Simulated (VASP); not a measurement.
Here is the system:

```
Y
1.0
    1.82500    -3.16099     0.00000
    1.82500     3.16099     0.00000
    0.00000     0.00000     5.73000
Y
2
Direct
  0.33333   0.66667   0.25000
  0.66667   0.33333   0.75000
```

All values below come from PBE GGA, VASP's PBE PAW potentials (set 64) (plane waves; VASP 6.6.1). Numerical set-up: 400 eV cut-off, 10×10×6 Γ-centred mesh, first-order Methfessel-Paxton smearing of 0.10 eV, potentials Y_sv.

Problem. What does the run give for the energy per atom (σ→0), band gap (on the k-mesh) with the smallest direct gap where there is one?

Solution. 
```
Item                                                         Value
------------------------  ----------------------------------------
band gap (on the k-mesh)  none (metal, semimetal or under 0.01 eV)
energy per atom (σ→0)                               -6.435 eV/atom
```

The absolute energy has meaning only against runs of the same code, potentials and settings.

The compound is Y in the hcp structure. The cell was not relaxed at this level.
